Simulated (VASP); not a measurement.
Method: r2SCAN+rVV10, VASP's PBE PAW potentials (set 64) (plane waves; VASP).

VASP ran on this input.

**INCAR**
```
SYSTEM = Tb
PREC = Accurate; ENCUT = 520; LREAL = F
LASPH = T
EDIFF = 1E-7; NELM = 100; ALGO = Normal
LMAXMIX = 6; LMIXTAU = T
ISMEAR = 1; SIGMA = 0.1
METAGGA = R2SCAN; LUSE_VDW = T; BPARAM = 11.95
CPARAM = 0.0093
IBRION = 2; NSW = 30; ISIF = 4
EDIFFG = -0.01
LWAVE = F; LCHARG = F
```

### POSCAR
```
Tb
1.0
  1.7885603439  -3.0978769247   0.0000000000
  1.7885603439   3.0978769247   0.0000000000
  0.0000000000   0.0000000000   5.4553203504
Tb
2
Direct
  0.3333330000   0.6666670000   0.2500000000
  0.6666670000   0.3333330000   0.7500000000
```

KPOINTS:
```
Automatic mesh
0
Gamma
12 12 7
0 0 0
```

POTCAR, in this order: Tb_3 (PBE.64 set). Program: vasp_std.

The 4f electrons are frozen in the core of the lanthanide potential, so 4f levels, which can set the real gap, and their magnetism are missing.

Question: Estimate the energy per atom (σ→0), band gap (on the k-mesh).

Answer: 
```json
{
  "energy per atom (σ→0)": "-30.951 eV/atom",
  "band gap (on the k-mesh)": "none (metal, semimetal or under 0.01 eV)"
}
```

File OSZICAR:
```
...
DAV:   2    -0.619015380476E+02    0.35246E-02   -0.60751E-03  2311   0.651E-01    0.242E-01
DAV:   3    -0.619014642370E+02    0.73811E-04   -0.85718E-04  2221   0.308E-01    0.120E-01
DAV:   4    -0.619012554163E+02    0.20882E-03   -0.66084E-04  2400   0.205E-01    0.594E-02
DAV:   5    -0.619013076592E+02   -0.52243E-04   -0.19393E-04  2036   0.137E-01    0.409E-02
DAV:   6    -0.619013161593E+02   -0.85001E-05   -0.27539E-05  2390   0.525E-02    0.231E-02
DAV:   7    -0.619013147593E+02    0.14001E-05   -0.99126E-06  2306   0.280E-02    0.132E-03
DAV:   8    -0.619013147488E+02    0.10459E-07   -0.54292E-07  2375   0.679E-03
   3 F= -.61901315E+02 E0= -.61901052E+02  d E =-.336554E-02
```

The compound is Tb in the hcp structure. This cell is one point of a volume scan, at 0.94 of the reference volume. Symmetry was kept, so distortions that lower it aren't found.
